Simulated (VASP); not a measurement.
A convergence study with VASP on WS₂ (2H layered): one setting is varied, all else stays as given below, so the limit is that of these other settings. Each run relaxes cell and ions from the cell shown.

```
WS2
1.0
    1.57500    -2.72798     0.00000
    1.57500     2.72798     0.00000
    0.00000     0.00000    12.32000
W S
2 4
Cartesian
  1.57500   0.90933   3.08000
  1.57500  -0.90933   9.24000
  1.57500   0.90933  10.81696
  1.57500  -0.90933   4.65696
  1.57500  -0.90933   1.50304
  1.57500   0.90933   7.66304
```

Level of theory: PBEsol GGA, VASP's PBE PAW potentials (set 64) (plane waves; VASP 6.6.1). The tightest run used: 550 eV cut-off, 12×12×3 Γ-centred mesh, Gaussian smearing of 0.050 eV, potentials W_sv S.

Problem. The settings run are 3×3×1 mesh; 4×4×1 mesh; 5×5×1 mesh; 6×6×1 mesh; 8×8×2 mesh; 9×9×2 mesh; 10×10×2 mesh; 11×11×2 mesh; 12×12×3 mesh. From which on does the relaxed volume stay within 0.1 Å³/atom of the tightest run?

Solution. From 8×8×2 mesh on: it is off by 0.031 there and by no more than 0.1 in any finer run, while 6×6×1 mesh is off by 0.360.
```json
[
 {"setting": "3×3×1 mesh", "relaxed volume (Å³/atom)": "19.275", "E (eV/atom)": "-8.4106", "irreducible k-points": "3", "difference judged (Å³/atom)": "1.151"},
 {"setting": "4×4×1 mesh", "relaxed volume (Å³/atom)": "18.544", "E (eV/atom)": "-8.4408", "irreducible k-points": "4", "difference judged (Å³/atom)": "0.420"},
 {"setting": "5×5×1 mesh", "relaxed volume (Å³/atom)": "18.476", "E (eV/atom)": "-8.4223", "irreducible k-points": "5", "difference judged (Å³/atom)": "0.352"},
 {"setting": "6×6×1 mesh", "relaxed volume (Å³/atom)": "18.484", "E (eV/atom)": "-8.4216", "irreducible k-points": "7", "difference judged (Å³/atom)": "0.360"},
 {"setting": "8×8×2 mesh", "relaxed volume (Å³/atom)": "18.093", "E (eV/atom)": "-8.4255", "irreducible k-points": "20", "difference judged (Å³/atom)": "0.031"},
 {"setting": "9×9×2 mesh", "relaxed volume (Å³/atom)": "18.084", "E (eV/atom)": "-8.4255", "irreducible k-points": "24", "difference judged (Å³/atom)": "0.040"},
 {"setting": "10×10×2 mesh", "relaxed volume (Å³/atom)": "18.093", "E (eV/atom)": "-8.4256", "irreducible k-points": "28", "difference judged (Å³/atom)": "0.031"},
 {"setting": "11×11×2 mesh", "relaxed volume (Å³/atom)": "18.120", "E (eV/atom)": "-8.4256", "irreducible k-points": "32", "difference judged (Å³/atom)": "0.004"},
 {"setting": "12×12×3 mesh", "relaxed volume (Å³/atom)": "18.124", "E (eV/atom)": "-8.4256", "irreducible k-points": "38", "difference judged (Å³/atom)": "0.000"}
]
```

Left out are rungs that failed or repeat a setting and relaxations that didn't move; long series are thinned to 24 rows.

The compound is WS2 in the 2H layered structure.
